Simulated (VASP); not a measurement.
# NaMg3O4 (Pm-3m) in VASP: notebook, part 2 of 2

VASP 6.6.1. The steps go on from the part before.

## Step 5: Relaxation of cell and atoms, LDA (atoms moved at random, drawn with an rms of 0.05 Å)

Contents of run.py:

```python
from ase.calculators.vasp import Vasp
from ase.io import read

atoms = read('NaMg3O4.cif')
calc = Vasp(
    directory='calc',
    xc='lda',
    pp='LDA',
    setups='recommended',
    prec='Normal',
    encut=600,
    ediff=1e-06,
    ismear=-5,
    sigma=0.05,
    lreal=False,
    lasph=True,
    nelm=60,
    algo='Normal',
    isif=3,
    lwave=False,
    lcharg=False,
    ibrion=2,
    nsw=40,
    ediffg=-0.01,
    kpts=[6, 6, 6],
    gamma=True,
)
atoms.calc = calc

print('energy (eV):', atoms.get_potential_energy())
print('free energy (eV):', atoms.get_potential_energy(force_consistent=True))
print('forces (eV/A):')
print(atoms.get_forces())
print('stress (eV/A^3, Voigt):', atoms.get_stress())
print('Fermi level (eV):', calc.get_fermi_level())
print('cell (A, degrees):', atoms.cell.cellpar())
print('volume (A^3):', atoms.get_volume())
print('scaled positions:')
print(atoms.get_scaled_positions())
```

Contents of NaMg3O4.cif:

```cif
data_NaMg3O4
_cell_length_a 4.35375365
_cell_length_b 4.35375365
_cell_length_c 4.35375365
_cell_angle_alpha 90.00000000
_cell_angle_beta 90.00000000
_cell_angle_gamma 90.00000000
_space_group_name_H-M_alt 'P1'
_space_group_name_Hall 'P 1'
_space_group_IT_number 1
loop_
_space_group_symop_operation_xyz
'x,y,z'
loop_
_atom_site_label
_atom_site_type_symbol
_atom_site_symmetry_multiplicity
_atom_site_Wyckoff_symbol
_atom_site_fract_x
_atom_site_fract_y
_atom_site_fract_z
_atom_site_occupancy
Mg1 Mg 1 a 0.4856970000 0.5020640000 -0.0097630000 1
Mg2 Mg 1 a 0.5058590000 -0.0054630000 0.5097280000 1
Mg3 Mg 1 a 0.0086010000 0.5003180000 0.4935370000 1
Na1 Na 1 a -0.0017880000 0.0028260000 0.0071380000 1
O1 O 1 a -0.0014550000 0.4890810000 0.0050320000 1
O2 O 1 a -0.0021460000 0.0088710000 0.4856040000 1
O3 O 1 a 0.5037500000 0.5097870000 0.5057580000 1
O4 O 1 a 0.5181760000 0.0060170000 -0.0114280000 1
```

Potentials or basis: VASP PAW LDA potentials, release 64 (Mg, Na_pv, O).

Run with:

```
python run.py
```

Output:

```text
energy (eV): -48.19059178
free energy (eV): -48.19059178
forces (eV/A):
[[-0.00115709 -0.00230757  0.00086398]
 [ 0.00379948 -0.00368667  0.00309448]
 [-0.00056743 -0.00303818 -0.00631904]
 [-0.00077157  0.00224888 -0.00037551]
 [ 0.00495441  0.00326439  0.00509379]
 [-0.00429615  0.00266427  0.00069891]
 [ 0.0004946  -0.000818   -0.00143659]
 [-0.00245624  0.00167287 -0.00162002]]
stress (eV/A^3, Voigt): [ 1.77926551e-04  1.93214722e-04  1.43277337e-05  3.16328839e-04
  1.93964477e-04 -2.34626698e-04]
Fermi level (eV): 2.22107554
cell (A, degrees): [ 4.22052152  4.22036623  4.21897597 90.04697627 90.11245787 89.9189317 ]
volume (A^3): 75.1487729624912
scaled positions:
[[0.50208384 0.5017431  0.99818815]
 [0.50204044 0.0018334  0.49811194]
 [0.00207191 0.50175917 0.49835275]
 [0.00213963 0.00154639 0.99821446]
 [0.00180495 0.50154317 0.99811776]
 [0.00234512 0.001675   0.49818808]
 [0.50205454 0.5017543  0.49822051]
 [0.50215356 0.00164646 0.99821235]]
```

OUTCAR:

```text
ENCUT = 600.000000
   EDIFF = 1.00e-06
   EDIFFG = -1.00e-02
   PREC = Normal
   IBRION = 2
   ISIF = 3
   ISMEAR = -5
   NELM = 60
   NSW = 40
   LASPH = .TRUE.
   LREAL = .FALSE.

 ion  position               nearest neighbor table
   1  0.486  0.502  0.990-   7 2.11   5 2.12   8 2.16   8 2.20   5 2.23   7 2.25   2 3.00   3 3.00
                             3 3.02   4 3.04   4 3.04   2 3.04   4 3.12   2 3.12   4 3.12   3 3.14
   2  0.506  0.995  0.510-   8 2.09   7 2.11   6 2.15   6 2.22   7 2.24   8 2.27   1 3.00   1 3.04
                             4 3.05   3 3.05   4 3.06   3 3.07   3 3.09   4 3.09   3 3.11   4 3.11
   3  0.009  0.500  0.494-   5 2.13   6 2.14   7 2.16   7 2.20   6 2.21   5 2.23   1 3.00   1 3.02
                             4 3.03   4 3.05   2 3.05   2 3.07   2 3.09   2 3.11   4 3.11   4 3.13
   4  0.998  0.003  0.007-   6 2.08   8 2.09   5 2.12   5 2.24   8 2.27   6 2.27   3 3.03   1 3.04
                             1 3.04   3 3.05   2 3.05   2 3.06   2 3.09   2 3.11   3 3.11   1 3.12
   5  0.999  0.489  0.005-   4 2.12   1 2.12   3 2.13   3 2.23   1 2.23   4 2.24
   6  0.998  0.009  0.486-   4 2.08   3 2.14   2 2.15   3 2.21   2 2.22   4 2.27
   7  0.504  0.510  0.506-   2 2.11   1 2.11   3 2.16   3 2.20   2 2.24   1 2.25
   8  0.518  0.006  0.989-   2 2.09   4 2.09   1 2.16   1 2.20   4 2.27   2 2.27

  LATTYP: Found a simple cubic cell.
 ALAT       =     4.3537536500

  Lattice vectors:

 A1 = (   4.3537536500,   0.0000000000,   0.0000000000)
 A2 = (   0.0000000000,   4.3537536500,   0.0000000000)
 A3 = (   0.0000000000,   0.0000000000,   4.3537536500)

Analysis of symmetry for initial positions (statically):
[... 319 lines left out ...]
------------------------ aborting loop because EDIFF is reached ----------------------------------------
[... 79 lines left out ...]
--------------------------------------- Ionic step       13  -------------------------------------------

 number of electron      36.9999977 magnetization

 Free energy of the ion-electron system (eV)
  ---------------------------------------------------
  ext. energy  EPLUGINS =         0.00000000
  ---------------------------------------------------
  free energy    TOTEN  =       -48.19059178 eV

  energy without entropy =      -48.19059178  energy(sigma->0) =      -48.19059178

 E-fermi :   2.2211     XC(G=0): -11.5846

 val. band max:        2.2477472480   @ k =   0.3333   0.0000   0.0000
 cond. band min:       2.2109404895   @ k =  -0.3333  -0.1667   0.1667
 fundamental gap:     -0.0368067585
 Fermi energy:         2.2210755386

 k-point     1 :       0.0000    0.0000    0.0000
  band No.  band energies     occupation
      1     -17.1278      2.00000
      2     -17.1276      2.00000
      3     -17.1273      2.00000
      4     -14.4769      2.00000
      5     -13.0831      2.00000
      6     -12.8920      2.00000
[... 613 lines left out ...]
     22      12.9968      0.00000
     23      13.0406      0.00000

 [... further k-points ...]

------------------------ aborting loop because EDIFF is reached ----------------------------------------

  FORCE on cell =-STRESS in cart. coord.  units (eV):
  Direction    XX          YY          ZZ          XY          YZ          ZX
  --------------------------------------------------------------------------------------
  -------------------------------------------------------------------------------------
  Total       -0.0133710     -0.0145198     -0.0010767      0.0176319     -0.0237717     -0.0145762
  in kB       -0.2850698     -0.3095641     -0.0229556      0.3759132     -0.5068142     -0.3107653
  external PRESSURE =      -0.2058631 kB  Pullay stress =       0.0000000 kB
[... 23 lines left out ...]
  FREE ENERGIE OF THE ION-ELECTRON SYSTEM (eV)
  ---------------------------------------------------
  free  energy   TOTEN  =       -48.1905917756 eV

  energy  without entropy=      -48.1905917756  energy(sigma->0) =      -48.19059178

 reached required accuracy - stopping structural energy minimisation
```

INCAR:

```text
ENCUT = 600.000000
SIGMA = 0.050000
EDIFF = 1.00e-06
EDIFFG = -1.00e-02
ALGO = Normal
PREC = Normal
IBRION = 2
ISIF = 3
ISMEAR = -5
NELM = 60
NSW = 40
LASPH = .TRUE.
LCHARG = .FALSE.
LWAVE = .FALSE.
LREAL = .FALSE.
```

Wall time 14 min (1 thread of AMD EPYC 9R45 (Zen 5), shared host); peak memory 0.3 GiB.

What came out:

```yaml
Free_energy: -48.1906 eV
Relaxed_volume: 9.39 Å³/atom
Relaxed_cell: a = 4.221 Å, b = 4.220 Å, c = 4.219 Å, α = 90.05°, β = 90.11°, γ = 89.92°
Space_group_after_relaxing_to_0.05_Å: Pm-3m (No. 221)
Energy_gained_by_relaxing: 56.4 meV/atom
Ionic_steps: 13
Pressure_after_relaxing: 0.0 GPa
Largest_force_after_relaxing: 0.008 eV/Å
Band_gap_on_the_k_mesh: none (metal or under the smearing width)
```

Forces in eV/Å, atoms in the order of the input:
```
Mg  -0.001 -0.002  0.001
Mg   0.004 -0.004  0.003
Mg  -0.001 -0.003 -0.006
Na  -0.001  0.002  0.000
O    0.005  0.003  0.005
O   -0.004  0.003  0.001
O    0.000 -0.001 -0.001
O   -0.002  0.002 -0.002
```

Step by step:
```csv
step,energy change (eV),largest force (eV/Å),pressure (GPa),volume (Å³)
1,0.0000,1.0687,-10.52,82.53
2,-0.4041,0.4932,1.21,74.70
3,-0.4044,0.4883,1.67,74.49
4,-0.4419,0.1818,0.48,74.92
5,-0.4444,0.2573,0.18,75.06
6,-0.4498,0.0624,-0.17,75.22
7,-0.4499,0.0609,-0.20,75.24
8,-0.4506,0.0414,0.05,75.12
9,-0.4508,0.0322,0.21,75.04
10,-0.4508,0.0310,0.24,75.02
11,-0.4510,0.0208,-0.03,75.15
12,-0.4510,0.0211,-0.06,75.16
13,-0.4511,0.0078,-0.02,75.15
```

Final structure:
```
Mg Na O
1.0
     4.22052    0.00299   -0.00414
     0.00298    4.22036   -0.00173
    -0.00415   -0.00173    4.21897
Mg Na O
3 1 4
Direct
  0.50208 0.50174 0.99819
  0.50204 0.00183 0.49811
  0.00207 0.50176 0.49835
  0.00214 0.00155 0.99821
  0.00180 0.50154 0.99812
  0.00235 0.00167 0.49819
  0.50205 0.50175 0.49822
  0.50215 0.00165 0.99821
```

Levels at points of the mesh, in eV from the Fermi level:
```
           k point  band 17  band 18  band 19  band 20  band 21  band 22
(0.00, 0.00, 0.00)     0.32     0.32     0.32     5.24     9.62     9.62
(0.50, 0.00, 0.00)    -0.68    -0.11    -0.11     8.12     8.77    11.23
(0.00, 0.50, 0.00)    -0.68    -0.11    -0.11     8.12     8.77    11.23
(0.00, 0.00, 0.50)    -0.68    -0.11    -0.11     8.12     8.78    11.23
(0.50, 0.50, 0.00)    -0.59    -0.52    -0.04     9.45     9.97    10.05
(0.00, 0.50, 0.50)    -0.59    -0.52    -0.04     9.45     9.97    10.05
(0.50, 0.00, 0.50)    -0.59    -0.52    -0.04     9.45     9.97    10.05
(0.50, 0.50, 0.50)    -0.52    -0.04    -0.04     7.95     8.72     8.73
```

Caveat: an odd number of electrons without spin polarisation forces a metal; a magnetic or distorted state may lie lower; tetrahedron occupations give inexact forces and stress in metals.

## Step 6: Relaxation of cell and atoms, optPBE-vdW

Contents of run.py:

```python
from ase.calculators.vasp import Vasp
from ase.filters import FrechetCellFilter
from ase.io import read
from ase.optimize import BFGS

atoms = read('NaMg3O4.xyz')
calc = Vasp(
    directory='calc',
    xc='optpbe-vdw',
    pp='PBE',
    setups={'base': 'minimal', 'Mg': '_GW', 'Na': '_sv_GW', 'O': '_GW'},
    prec='Accurate',
    encut=630,
    ediff=1e-06,
    ismear=0,
    sigma=0.1,
    lreal=False,
    lasph=True,
    nelm=80,
    algo='Normal',
    isif=2,
    lwave=False,
    lcharg=False,
    kpts=[6, 6, 6],
    gamma=True,
)
atoms.calc = calc
opt = BFGS(FrechetCellFilter(atoms), trajectory='relax.traj')
converged = opt.run(fmax=0.02, steps=40)
print('converged:', converged)

print('energy (eV):', atoms.get_potential_energy())
print('free energy (eV):', atoms.get_potential_energy(force_consistent=True))
print('forces (eV/A):')
print(atoms.get_forces())
print('stress (eV/A^3, Voigt):', atoms.get_stress())
print('Fermi level (eV):', calc.get_fermi_level())
print('cell (A, degrees):', atoms.cell.cellpar())
print('volume (A^3):', atoms.get_volume())
print('scaled positions:')
print(atoms.get_scaled_positions())
```

Contents of NaMg3O4.xyz:

```xyz
8
Lattice="4.3537536500 0.0000000000 0.0000000000 0.0000000000 4.3537536500 0.0000000000 0.0000000000 0.0000000000 4.3537536500" Properties=species:S:1:pos:R:3 pbc="T T T"
Mg     2.1768768250      2.1768768250      0.0000000000
Mg     2.1768768250      0.0000000000      2.1768768250
Mg     0.0000000000      2.1768768250      2.1768768250
Na     0.0000000000      0.0000000000      0.0000000000
O      0.0000000000      2.1768768250      0.0000000000
O      0.0000000000      0.0000000000      2.1768768250
O      2.1768768250      2.1768768250      2.1768768250
O      2.1768768250      0.0000000000      0.0000000000
```

Potentials or basis: VASP PAW PBE potentials, release 64 (Mg_GW, Na_sv_GW, O_GW).

Run with:

```
python run.py
```

Output:

```text
<dir> UserWarning: vdW has been enabled, however no location for the vdw_kernel.bindat file has been specified. Set ASE_VASP_VDW environment variable to copy the vdW kernel.
  warnings.warn(
      Step     Time          Energy          fmax
BFGS:    0 --:--:--      -31.837428        0.131125
BFGS:    1 --:--:--      -31.837953        0.125721
BFGS:    2 --:--:--      -31.843103        0.002727
converged: True
energy (eV): -31.81971977
free energy (eV): -31.84310328
forces (eV/A):
[[0. 0. 0.]
 [0. 0. 0.]
 [0. 0. 0.]
 [0. 0. 0.]
 [0. 0. 0.]
 [0. 0. 0.]
 [0. 0. 0.]
 [0. 0. 0.]]
stress (eV/A^3, Voigt): [-0.0002689 -0.0002689 -0.0002689 -0.         0.         0.       ]
Fermi level (eV): 1.96145612
cell (A, degrees): [ 4.32908497  4.32908497  4.32908497 90.         90.         90.        ]
volume (A^3): 81.13128058850063
scaled positions:
[[5.00000000e-01 5.00000000e-01 0.00000000e+00]
 [5.00000000e-01 0.00000000e+00 5.00000000e-01]
 [0.00000000e+00 5.00000000e-01 5.00000000e-01]
 [0.00000000e+00 0.00000000e+00 0.00000000e+00]
 [0.00000000e+00 5.00000000e-01 0.00000000e+00]
 [0.00000000e+00 5.88795802e-58 5.00000000e-01]
 [5.00000000e-01 5.00000000e-01 5.00000000e-01]
 [5.00000000e-01 0.00000000e+00 0.00000000e+00]]
```

OUTCAR:

```text
ENCUT = 630.000000
   EDIFF = 1.00e-06
   GGA = OR
   PREC = Accurate
   ISIF = 2
   ISMEAR = 0
   NELM = 80
   LASPH = .TRUE.
   LREAL = .FALSE.
[... 779 lines left out ...]
      2.16454      2.16454      2.16454         0.000000      0.000000      0.000000
      2.16454      0.00000      0.00000         0.000000      0.000000      0.000000
 -----------------------------------------------------------------------------------
    total drift:                                0.000000      0.000000     -0.000000

  FREE ENERGIE OF THE ION-ELECTRON SYSTEM (eV)
  ---------------------------------------------------
  free  energy   TOTEN  =       -31.8431032809 eV

  energy  without entropy=      -31.7963362687  energy(sigma->0) =      -31.81971977

Total vdW correction in eV:      9.6276300
```

INCAR:

```text
AGGAC = 0.000000
ENCUT = 630.000000
SIGMA = 0.100000
EDIFF = 1.00e-06
ALGO = Normal
GGA = OR
PREC = Accurate
ISIF = 2
ISMEAR = 0
NELM = 80
LASPH = .TRUE.
LCHARG = .FALSE.
LUSE_VDW = .TRUE.
LWAVE = .FALSE.
LREAL = .FALSE.
```

It took 4 min on 1 thread of AMD EPYC 9R45 (Zen 5), shared host; peak memory 0.47 GiB.

Results:

```
Free energy                            : -31.8431 eV
Relaxed volume                         : 10.14 Å³/atom
Relaxed cell                           : a = 4.329 Å, b = 4.329 Å, c = 4.329 Å, α = 90.00°, β = 90.00°, γ = 90.00°
Space group after relaxing (to 0.05 Å) : Pm-3m (No. 221)
Energy gained by relaxing              : 0.8 meV/atom
Ionic steps                            : 3
Pressure after relaxing                : 0.0 GPa
Band gap on the k mesh                 : none (metal or under the smearing width)
```

The path:
```csv
step,energy change (eV),largest force (eV/Å),pressure (GPa),volume (Å³)
1,0.0000,0.0000,-2.04,82.53
2,-0.0005,0.0000,-1.95,82.47
3,-0.0061,0.0000,0.04,81.13
```

Final structure:
```xyz
8
Lattice="4.3291 0.0000 0.0000 0.0000 4.3291 0.0000 0.0000 0.0000 4.3291" Properties=species:S:1:pos:R:3 pbc="T T T"
Mg    2.1645    2.1645    0.0000
Mg    2.1645    0.0000    2.1645
Mg    0.0000    2.1645    2.1645
Na    0.0000    0.0000    0.0000
O     0.0000    2.1645    0.0000
O     0.0000    0.0000    2.1645
O     2.1645    2.1645    2.1645
O     2.1645    0.0000    0.0000
```

Caveat: the PAW data sets were made with another functional, which shifts forces and pressure a little; an odd number of electrons without spin polarisation forces a metal; a magnetic or distorted state may lie lower.

## Step 7: The runs side by side

| task | level | potentials or basis | cell | k mesh | cutoff (eV) | smearing | supercell matrix | temperature | optimiser | other keys | mesh quality | gap on the mesh (eV) | pressure (GPa) | relaxed volume (Å³/atom) |
| --- | --- | --- | --- | --- | --- | --- | --- | --- | --- | --- | --- | --- | --- | --- |
| single point | PBE | VASP PAW PBE potentials, release 64 (Mg, Na_pv, O) | as given | 6 × 6 × 6 | 520 | gaussian 0.05 eV | - | - | - | - | not flagged | none | -1.4 | - |
| molecular dynamics | PBE+D3(BJ) | VASP PAW PBE potentials, release 64 (Mg, Na_pv, O) | cell strained at random at fixed volume | 3 × 3 × 3 | 420 | fermi-dirac 0.05 eV | [1, 0, 0, 0, 1, 0, 0, 0, 1] | 1500 | - | - | coarse | - | - | - |
| relaxation of cell and atoms | LDA | VASP PAW LDA potentials, release 64 (Mg, Na_pv, O) | relaxed from: atoms moved at random, drawn with an rms of 0.05 Å | 6 × 6 × 6 | 600 | tetrahedron | - | - | vasp | ENCUT = 600; PREC = Normal | not flagged | none | 0.0 | 9.39 |
| relaxation of cell and atoms | optPBE-vdW | VASP PAW PBE potentials, release 64 (Mg_GW, Na_sv_GW, O_GW) | relaxed | 6 × 6 × 6 | 630 | gaussian 0.1 eV | - | - | BFGS | - | not flagged | none | 0.0 | 10.14 |

Alike in all rows: no spin polarisation.

Caveats: some runs use coarse meshes; an odd number of electrons without spin polarisation forces a metal (some runs); a magnetic or distorted state may lie lower (some runs); the cutoff is under 1.25 times the usual one of these potentials, so pressure, stress and relaxed cells hold a basis-set (Pulay) error (some runs); tetrahedron occupations give inexact forces and stress in metals (some runs); the PAW data sets were made with another functional, which shifts forces and pressure a little (some runs).

Total energies depend on the potentials used, so only differences within one code and one set of settings carry meaning.
